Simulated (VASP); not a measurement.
# Ga2PN (I-42d) in VASP: notebook

Aim: see how the results for Ga2PN move with the level of theory and the settings. Levels: r2SCAN, PBE. Tasks: single point, relaxation of cell and atoms.

All numbers are computed with VASP 6.6.1; they aren't measurements. Logs are shortened: lines on timing, memory, paths and dates and some standing lists are left out, and cuts for length are marked.

**1. The structure**

It takes space group I-42d (No. 122, tetragonal). Conventional cell: a = 5.047 Å, b = 5.047 Å, c = 9.902 Å, α = 90.00°, β = 90.00°, γ = 90.00°. Around Ga (site symmetry 2) lie 2 N at 2.02 Å. Around P (site symmetry -4) lie 4 Ga at 2.35 Å. N (site symmetry -4) has 4 Ga at 2.02 Å as nearest neighbours.

The cell was built by a generator and needn't be a form met in nature.

**2. Single point, r2SCAN**

Input file INCAR:

```
SYSTEM = Ga2PN
PREC = Accurate ; ENCUT = 520
EDIFF = 1E-6 ; ISMEAR = 0
SIGMA = 0.03 ; LREAL = .FALSE.
LASPH = .TRUE. ; NELM = 150
ALGO = Normal ; ISIF = 2
LWAVE = .FALSE. ; LCHARG = .FALSE.
METAGGA = R2SCAN ; LMIXTAU = .TRUE.
KPAR = 4
```

Input file KPOINTS:

```
regular mesh
0
G
  8 8 8
  0 0 0
```

Input file POSCAR:

```
Ga2PN                                   
1.0
   -2.5235950908      2.5235950908      4.9511046579
    2.5235950908     -2.5235950908      4.9511046579
    2.5235950908      2.5235950908     -4.9511046579
  Ga              P               N             
     4     2     2
Direct
     0.5677214635242099    0.6250000000000000    0.4427214635242099
     0.1822785364757900    0.1250000000000000    0.5572785364757901
     0.8750000000000000    0.4322785364757901    0.0572785364757900
     0.3750000000000000    0.8177214635242099    0.9427214635242099
     0.0000000000000000    0.0000000000000000    0.0000000000000000
     0.7500000000000000    0.2500000000000000    0.5000000000000000
     0.5000000000000000    0.5000000000000000    0.0000000000000000
     0.2500000000000000    0.7500000000000000    0.5000000000000000
```

Potentials or basis: VASP PAW PBE potentials, release 64 (Ga_d, P, N).

The run is started by

```sh
> cat potpaw_PBE.64/Ga_d/POTCAR potpaw_PBE.64/P/POTCAR potpaw_PBE.64/N/POTCAR > POTCAR
> mpirun -np 4 vasp_std > vasp.out
```

OUTCAR:

```text
SYSTEM = Ga2PN
   PREC = Accurate
   ENCUT = 520
   EDIFF = 1E-6
   ISMEAR = 0
   LREAL = .FALSE.
   LASPH = .TRUE.
   NELM = 150
   ISIF = 2
   METAGGA = R2SCAN

 ion  position               nearest neighbor table
   1  0.568  0.625  0.443-   7 2.02   8 2.02   5 2.35   6 2.35
   2  0.182  0.125  0.557-   7 2.02   8 2.02   6 2.35   5 2.35
   3  0.875  0.432  0.057-   7 2.02   8 2.02   5 2.35   6 2.35
   4  0.375  0.818  0.943-   7 2.02   8 2.02   6 2.35   5 2.35
   5  0.000  0.000  0.000-   2 2.35   3 2.35   4 2.35   1 2.35
   6  0.750  0.250  0.500-   3 2.35   1 2.35   2 2.35   4 2.35
   7  0.500  0.500  0.000-   1 2.02   2 2.02   3 2.02   4 2.02
   8  0.250  0.750  0.500-   1 2.02   2 2.02   3 2.02   4 2.02

  LATTYP: Found a body centered tetragonal cell.
 ALAT       =     5.0471901816
 C/A-ratio  =     1.9619251424

  Lattice vectors:

 A1 = (  -2.5235950908,   2.5235950908,   4.9511046579)
 A2 = (   2.5235950908,  -2.5235950908,   4.9511046579)
 A3 = (   2.5235950908,   2.5235950908,  -4.9511046579)

Analysis of symmetry for initial positions (statically):
=====================================================================
 Subroutine PRICEL returns:
 Original cell was already a primitive cell.

 Routine SETGRP: Setting up the symmetry group for a
 body centered tetragonal supercell.

 Subroutine GETGRP returns: Found  8 space group operations
 (whereof  4 operations were pure point group operations)
 out of a pool of 16 trial point group operations.

The static configuration has the point symmetry S_4 .
 The point group associated with its full space group is D_2d.

Analysis of symmetry for dynamics (positions and initial velocities):
=====================================================================
 Subroutine PRICEL returns:
 Original cell was already a primitive cell.

 Routine SETGRP: Setting up the symmetry group for a
 body centered tetragonal supercell.

 Subroutine GETGRP returns: Found  8 space group operations
 (whereof  4 operations were pure point group operations)
 out of a pool of 16 trial point group operations.

The dynamic configuration has the point symmetry S_4 .
 The point group associated with its full space group is D_2d.

 Subroutine INISYM returns: Found  8 space group operations
 (whereof  4 operations are pure point group operations),
 and found     1 'primitive' translations

----------------------------------------------------------------------------------------

                                     Primitive cell

  volume of cell :     126.1251

  direct lattice vectors                    reciprocal lattice vectors
    -2.523595091  2.523595091  4.951104658     0.000000000  0.198130041  0.100987564
     2.523595091 -2.523595091  4.951104658     0.198130041  0.000000000  0.100987564
     2.523595091  2.523595091 -4.951104658     0.198130041  0.198130041  0.000000000

  length of vectors
     6.103318908  6.103318908  6.103318908     0.222382557  0.222382557  0.280198192

  position of ions in fractional coordinates (direct lattice)
     0.567721464  0.625000000  0.442721464
     0.182278536  0.125000000  0.557278536
     0.875000000  0.432278536  0.057278536
     0.375000000  0.817721464  0.942721464
     0.000000000  0.000000000  0.000000000
     0.750000000  0.250000000  0.500000000
     0.500000000  0.500000000  0.000000000
     0.250000000  0.750000000  0.500000000

  ion indices of the primitive-cell ions
   primitive index   ion index
                 1           1
                 2           2
                 3           3
                 4           4
                 5           5
                 6           6
                 7           7
                 8           8

----------------------------------------------------------------------------------------

 KPOINTS: regular mesh

Automatic generation of k-mesh.
 Grid dimensions read from file:
 generate k-points for:    8    8    8

 Generating k-lattice:

  Cartesian coordinates                     Fractional coordinates (reciprocal lattice)
     0.000000000  0.024766255  0.012623446     0.125000000  0.000000000 -0.000000000
     0.024766255  0.000000000  0.012623446     0.000000000  0.125000000 -0.000000000
     0.024766255  0.024766255  0.000000000     0.000000000  0.000000000  0.125000000

  Length of vectors
     0.027797820  0.027797820  0.035024774

  Shift w.r.t. Gamma in fractional coordinates (k-lattice)
     0.000000000  0.000000000  0.000000000

 Subroutine IBZKPT returns following result:
 ===========================================

 Found     59 irreducible k-points:

 Following reciprocal coordinates:
            Coordinates               Weight
  0.000000  0.000000  0.000000      1.000000
  0.125000  0.000000  0.000000      8.000000
  0.250000  0.000000  0.000000      8.000000
  0.375000  0.000000  0.000000      8.000000
  0.500000  0.000000  0.000000      4.000000
  0.125000  0.125000  0.000000      8.000000
[... 16 lines left out ...]
  0.250000  0.125000  0.125000     16.000000
  0.375000  0.125000  0.125000      8.000000
 [... further k-points ...]
   k-points           NKPTS =     59   k-points in BZ     NKDIM =     59   number of bands    NBANDS=     43
   number of dos      NEDOS =    301   number of ions     NIONS =      8
   total plane-waves  NPLWV = 110592
   dimension x,y,z NGX =    48 NGY =   48 NGZ =   48
   dimension x,y,z NGXF=    96 NGYF=   96 NGZF=   96
   ions per type =               4   2   2
   NGX,Y,Z   is equivalent  to a cutoff of  13.07, 13.07, 13.07 a.u.
   NGXF,Y,Z  is equivalent  to a cutoff of  26.15, 26.15, 26.15 a.u.
 SYSTEM =  Ga2PN
   PREC   = accura    normal or accurate (medium, high low for compatibility)
   ISTART =      0    job   : 0-new  1-cont  2-samecut
   ICHARG =      2    charge: 1-file 2-atom 10-const
   ISPIN  =      1    spin polarized calculation?
   LNONCOLLINEAR =      F non collinear calculations
   LSORBIT =      F    spin-orbit coupling
   LASPH  =      T    aspherical Exc in radial PAW
   ENCUT  =  520.0 eV  38.22 Ry    6.18 a.u.  11.35 11.35 11.35*2*pi/ulx,y,z
   NELM   =    150;   NELMIN=  2; NELMDL= -5     # of ELM steps
   EDIFF  = 0.1E-05   stopping-criterion for ELM
   LREAL  =      F    real-space projection
   EDIFFG = 0.1E-04   stopping-criterion for IOM
   NSW    =      0    number of steps for IOM
   IBRION =     -1    ionic relax: 0-MD 1-quasi-New 2-CG
   NFREE  =      0    steps in history (QN), initial steepest desc. (CG)
   ISIF   =      2    stress and relaxation
   ISYM   =      2    0-nonsym 1-usesym 2-fastsym
   POTIM  = 0.5000    time-step for ionic-motion
   TEBEG  =    0.0;   TEEND  =   0.0 temperature during run
   PSTRESS=    0.0 pullay stress
   NELECT =      72.0000    total number of electrons
   NUPDOWN=      -1.0000    fix difference up-down
   EMIN   =  10.00;   EMAX   =-10.00  energy-range for DOS
   EFERMI =   0.00;   METHOD = LEGACY
   ISMEAR =     0;   SIGMA  =   0.03  broadening in eV -4-tet -1-fermi 0-gaus
   EFERMI_NEDOS =   21; number of points for ismear=-14 and -15
   IALGO  =     38    algorithm
   IMIX   =      4    mixing-type and parameters
     AMIX     =   0.40;   BMIX     =  1.00
     AMIX_MAG =   1.60;   BMIX_MAG =  1.00
  volume/ion in A,a.u.               =      15.77       106.39
  Fermi-wavevector in a.u.,A,eV,Ry     =   1.358059  2.566359 25.093541  1.844323
  Thomas-Fermi vector in A             =   2.484924
   LORBIT       =      0    0 simple, 1 ext, 2 COOP (PROOUT), +10 PAW based schemes
   METAGGA = R2SCAN    functional components
   LHFCALC =     F    Hartree Fock is set to
   AEXX    =    0.0000 exact exchange contribution
   IVDW    =     0    specifies the selected vdW correction
   LEPSILON=     F    determine dielectric tensor
   LRPA    =     F    only Hartree local field effects (RPA)
 non-spin polarized calculation
 Gauss-broadening in eV      SIGMA  =   0.03
  energy-cutoff  :      520.00
  volume of cell :      126.13
 maximum number of plane-waves:      3427
 NGX is ok and might be reduce to    48
   NGX = 23   NGY = 23   NGZ = 23

 number of electron      72.0000004 magnetization

 Free energy of the ion-electron system (eV)
  ---------------------------------------------------
  ext. energy  EPLUGINS =         0.00000000
  ---------------------------------------------------
  free energy    TOTEN  =       -85.48471907 eV

  energy without entropy =      -85.48471907  energy(sigma->0) =      -85.48471907

 E-fermi :   4.9548     XC(G=0): -11.4011

 val. band max:        4.7684004005   @ k =   0.0000   0.0000   0.0000
 cond. band min:       6.2931533571   @ k =   0.0000   0.0000   0.0000
 fundamental gap:      1.5247529566
 Fermi energy:         4.9548132394

 k-point     1 :       0.0000    0.0000    0.0000
  band No.  band energies     occupation
      1     -11.5854      2.00000
      2     -11.1605      2.00000
      3     -10.0130      2.00000
      4      -9.8923      2.00000
      5      -9.8798      2.00000
      6      -9.8798      2.00000
[... 35 lines left out ...]
     42      11.0601      0.00000
     43      11.0601      0.00000

 k-point     2 :       0.1250    0.0000    0.0000
  band No.  band energies     occupation
      1     -11.5665      2.00000
      2     -11.1696      2.00000
      3     -10.0092      2.00000
      4      -9.8950      2.00000
      5      -9.8845      2.00000
      6      -9.8732      2.00000
[... 35 lines left out ...]
     42      10.7349      0.00000
     43      11.0202      0.00000

 k-point     3 :       0.2500    0.0000    0.0000
  band No.  band energies     occupation
      1     -11.5182      2.00000
      2     -11.1947      2.00000
      3      -9.9975      2.00000
      4      -9.9112      2.00000
      5      -9.8827      2.00000
      6      -9.8585      2.00000
[... 35 lines left out ...]
     42      10.1486      0.00000
     43      11.0142      0.00000

 k-point     4 :       0.3750    0.0000    0.0000
  band No.  band energies     occupation
      1     -11.4627      2.00000
      2     -11.2276      2.00000
      3      -9.9799      2.00000
      4      -9.9281      2.00000
      5      -9.8778      2.00000
      6      -9.8472      2.00000
[... 863 lines left out ...]
     42      10.6121      0.00000
     43      11.0907      0.00000

 k-point    23 :       0.2500    0.1250    0.1250
  band No.  band energies     occupation
      1     -11.4306      2.00000
      2     -11.2519      2.00000
      3      -9.9782      2.00000
      4      -9.9430      2.00000
      5      -9.8661      2.00000
      6      -9.8499      2.00000
[... 35 lines left out ...]
     42      10.5533      0.00000
     43      10.9808      0.00000

 k-point    24 :       0.3750    0.1250    0.1250
  band No.  band energies     occupation
      1     -11.4049      2.00000
      2     -11.2716      2.00000
      3      -9.9711      2.00000
      4      -9.9510      2.00000
      5      -9.8659      2.00000
      6      -9.8465      2.00000
[... 35 lines left out ...]
     42      10.5062      0.00000
     43      10.8614      0.00000

 [... further k-points ...]
[... 5 lines left out ...]
  --------------------------------------------------------------------------------------
  -------------------------------------------------------------------------------------
  Total       -2.8955437     -2.8955437     -2.6445542      0.0000000      0.0000000      0.0000000
  in kB      -36.7823326    -36.7823326    -33.5939918      0.0000000      0.0000000      0.0000000
  external PRESSURE =     -35.7195524 kB  Pullay stress =       0.0000000 kB

 VOLUME and BASIS-vectors are now :
 -----------------------------------------------------------------------------
  energy-cutoff  :      520.00
  volume of cell :      126.13
      direct lattice vectors                 reciprocal lattice vectors
    -2.523595091  2.523595091  4.951104658     0.000000000  0.198130041  0.100987564
     2.523595091 -2.523595091  4.951104658     0.198130041  0.000000000  0.100987564
     2.523595091  2.523595091 -4.951104658     0.198130041  0.198130041  0.000000000

 POSITION                                       TOTAL-FORCE (eV/Angst)
 -----------------------------------------------------------------------------------
      1.26180      0.97270      3.71333         0.000000      0.021729      0.000000
      1.26180      1.55089     -1.23778         0.000000     -0.021729      0.000000
     -0.97270      1.26180      6.18888        -0.021729     -0.000000      0.000000
      3.49630      1.26180      1.23778         0.021729     -0.000000      0.000000
      0.00000      0.00000      0.00000         0.000000     -0.000000      0.000000
      0.00000      2.52360      2.47555         0.000000     -0.000000     -0.000000
      0.00000      0.00000      4.95110         0.000000     -0.000000      0.000000
      2.52360      0.00000      2.47555         0.000000     -0.000000      0.000000
 -----------------------------------------------------------------------------------
    total drift:                               -0.000592     -0.000592     -0.000653

  FREE ENERGIE OF THE ION-ELECTRON SYSTEM (eV)
  ---------------------------------------------------
  free  energy   TOTEN  =       -85.4847190657 eV

  energy  without entropy=      -85.4847190657  energy(sigma->0) =      -85.48471907
```

It took 10 min on 4 MPI ranks of AMD EPYC 9R14 (Zen 4), shared host; peak memory 0.52 GiB.

What came out:

```
Free energy            : -85.4847 eV
Pressure               : -3.6 GPa
Largest force          : 0.022 eV/Å
Band gap on the k mesh : 1.52 eV, direct
```

Forces in eV/Å, atoms in the order of the input:
```
Ga   0.000  0.022  0.000
Ga   0.000 -0.022  0.000
Ga  -0.022  0.000  0.000
Ga   0.022  0.000  0.000
P    0.000  0.000  0.000
P    0.000  0.000  0.000
N    0.000  0.000  0.000
N    0.000  0.000  0.000
```

Stress tensor (GPa, compression positive):
```
-3.68  0.00  0.00
 0.00 -3.68  0.00
 0.00  0.00 -3.36
```

Levels at points of the mesh, in eV from the valence-band top:
```csv
k point,band 33,band 34,band 35,band 36,band 37,band 38,band 39,band 40
"(0.00, 0.00, 0.00)",-2.58,-0.26,-0.26,0.00,1.52,2.25,3.15,5.02
"(0.50, 0.00, 0.00)",-2.34,-1.76,-1.60,-0.40,3.69,4.00,4.45,5.00
"(0.50, 0.50, 0.00)",-1.23,-1.23,-0.49,-0.49,2.41,2.41,5.08,5.08
"(0.50, 0.50, 0.50)",-1.80,-1.80,-1.18,-1.18,2.20,2.20,3.73,3.73
```

Caveat: the PAW data sets were made with another functional, which shifts forces and pressure a little.

**3. Relaxation of cell and atoms, PBE**

This run uses another cell than the first one, of 15.86 Å³/atom, 1.006 times its volume.

Input file INCAR:

```
SYSTEM = Ga2PN
ALGO = Normal
EDIFF = 1E-6
EDIFFG = -0.01
ENCUT = 520
GGA = PE
IBRION = 2
ISIF = 3
ISMEAR = 0
KPAR = 4
LASPH = .True.
LCHARG = .False.
LREAL = .False.
LWAVE = .False.
NELM = 120
NSW = 90
PREC = Accurate
SIGMA = 0.1
```

Input file KPOINTS:

```
k-points
0
Gamma
  8 8 4
  0 0 0
```

Input file POSCAR:

```
Ga2PN
1.0
    3.6050000000      0.0000000000      0.0000000000
    0.0000000000      3.6050000000      0.0000000000
    0.0000000000      0.0000000000      9.7660000000
Ga P N
4 2 2
Direct
    0.0000000000      0.0000000000      0.2976653700
    0.0000000000      0.0000000000      0.7023346300
    0.5000000000      0.5000000000      0.5000000000
    0.5000000000      0.5000000000      0.0000000000
    0.0000000000      0.5000000000      0.8516281000
    0.5000000000      0.0000000000      0.1483719000
    0.0000000000      0.5000000000      0.4027237400
    0.5000000000      0.0000000000      0.5972762600
```

Potentials or basis: VASP PAW PBE potentials, release 64 (Ga_d, P, N).

The run is started by

```sh
> cat potpaw_PBE.64/Ga_d/POTCAR potpaw_PBE.64/P/POTCAR potpaw_PBE.64/N/POTCAR > POTCAR
> mpirun -np 4 vasp_std > vasp.out
```

It took 5.5 min on 4 MPI ranks of AMD EPYC 9R14 (Zen 4), shared host; peak memory 0.36 GiB.

It converged, with:

- Free energy: -41.0411 eV
- Relaxed volume: 15.86 Å³/atom
- Relaxed cell: a = 3.585 Å, b = 3.585 Å, c = 9.874 Å, α = 90.00°, β = 90.00°, γ = 90.00°
- Space group after relaxing (to 0.05 Å): P-4m2 (No. 115)
- Energy gained by relaxing: 0.8 meV/atom
- Ionic steps: 13
- Pressure after relaxing: 0.0 GPa
- Largest force after relaxing: 0.008 eV/Å
- Band gap on the k mesh: 0.42 eV, direct

Forces on the atoms (eV/Å):
```
Ga   0.000  0.000  0.001
Ga   0.000  0.000 -0.001
Ga   0.000  0.000  0.000
Ga   0.000  0.000  0.000
P    0.000  0.000 -0.006
P    0.000  0.000  0.006
N    0.000  0.000 -0.008
N    0.000  0.000  0.008
```

The path:
```csv
step,energy change (eV),largest force (eV/Å),pressure (GPa),volume (Å³)
1,0.0000,0.0689,-0.17,126.92
2,-0.0027,0.0520,0.14,126.61
3,-0.0039,0.0528,0.48,126.25
4,-0.0054,0.0538,0.09,126.67
5,-0.0056,0.0545,-0.06,126.83
6,-0.0056,0.0518,-0.09,126.86
7,-0.0060,0.0320,0.03,126.83
8,-0.0062,0.0201,0.07,126.80
9,-0.0062,0.0390,0.18,126.73
10,-0.0063,0.0236,0.06,126.77
11,-0.0063,0.0237,0.07,126.76
12,-0.0064,0.0105,-0.10,126.90
13,-0.0064,0.0084,0.04,126.87
```

Final structure:
```
CELL_PARAMETERS angstrom
3.58460 0.00000 0.00000
0.00000 3.58460 0.00000
0.00000 0.00000 9.87368
ATOMIC_POSITIONS crystal
Ga 0.00000 0.00000 0.29581
Ga 0.00000 0.00000 0.70419
Ga 0.50000 0.50000 0.50000
Ga 0.50000 0.50000 0.00000
P 0.00000 0.50000 0.85263
P 0.50000 0.00000 0.14737
N 0.00000 0.50000 0.40097
N 0.50000 0.00000 0.59903
```

Levels at points of the mesh, in eV from the valence-band top:
```csv
k point,band 33,band 34,band 35,band 36,band 37,band 38,band 39,band 40
"(0.00, 0.00, 0.00)",-1.40,-0.68,0.00,0.00,0.42,1.91,2.63,3.22
"(0.50, 0.00, 0.00)",-1.54,-1.49,-0.39,-0.36,1.49,1.72,4.02,4.37
"(0.50, 0.50, 0.00)",-3.00,-2.91,-2.91,-2.91,1.74,1.74,2.48,2.57
"(0.00, 0.00, 0.50)",-1.19,-1.19,-0.13,-0.13,1.77,1.77,2.61,2.99
"(0.50, 0.00, 0.50)",-2.28,-2.19,-0.39,-0.36,1.96,2.31,3.21,3.72
"(0.50, 0.50, 0.50)",-3.40,-3.29,-3.21,-3.21,2.56,2.56,2.77,2.81
```

A hybrid or GW would open this gap; PBE tends to underestimate it.

(Continued in part 2 of 2.)
